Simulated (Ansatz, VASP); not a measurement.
# One calculation of GaF, two programs

```xyz
2
Lattice="3.1659 0.0000 0.0000 0.0000 3.1659 0.0000 0.0000 0.0000 3.1659" Properties=species:S:1:pos:R:3 pbc="T T T"
Ga    0.0000    0.0000    0.0000
F     1.5830    1.5830    1.5830
```

The cell was built by a generator and needn't be a form met in nature.

Alike in both runs: functional BLYP; k mesh 8 × 8 × 8; occupations fermi-dirac, width 0.05 eV; no spin polarisation.

```csv
,VASP,Ansatz
version,VASP 6.6.1,Ansatz 0.2.0
potentials or method,"VASP PAW PBE potentials, release 64 (Ga_d, F)",Ansatz PAW
plane-wave cutoff (eV),520,420
valence electrons in the cell,20,20
task,single point,band structure
```

Ansatz gave:

| Quantity | Value |
| --- | --- |
| gap on the k mesh at the Fermi level (eV) | 0.77 |
| least direct gap on the mesh (eV) | 1.39 |
| pressure (GPa) | 3.3 |

Problem. What did VASP give for the same quantities?

Solution. gap on the k mesh at the Fermi level (eV): 0.73; least direct gap on the mesh (eV): 1.37; pressure (GPa): 3.1.

The functional is the same, so the differences come from potentials, cutoffs and numerics.

Caveats: the PAW data sets were made with another functional, which shifts forces and pressure a little (VASP); the pressure holds a Pulay correction of +0.5 GPa for the finite cutoff (Ansatz); the PAW data sets come from PBE, with cores solved anew for the run's functional, which leaves a small shift of forces and pressure (Ansatz). A k mesh can miss the band edges.
